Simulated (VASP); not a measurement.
Consider the following.

```
CELL_PARAMETERS angstrom
      0.00000     2.72415     2.72415
      2.72415     0.00000     2.72415
      2.72415     2.72415     0.00000
ATOMIC_POSITIONS crystal
  Mg 0.00000 0.00000 0.00000
  Se 0.50000 0.50000 0.50000
```

These are PBEsol GGA, VASP's PBE PAW potentials (set 64) (plane waves; VASP) values and carry that method's errors. Settings: 520 eV cut-off, 9×9×9 Γ-centred mesh, tetrahedra with Blöchl corrections, potentials Mg Se.

Question: What does the run give for the energy per atom (σ→0)?

Answer: 
```
Item                            Value
---------------------  --------------
energy per atom (σ→0)  -4.053 eV/atom
```

Only differences to runs with the same potentials and settings are physical.

The compound is MgSe in the rock salt structure. It was relaxed first.
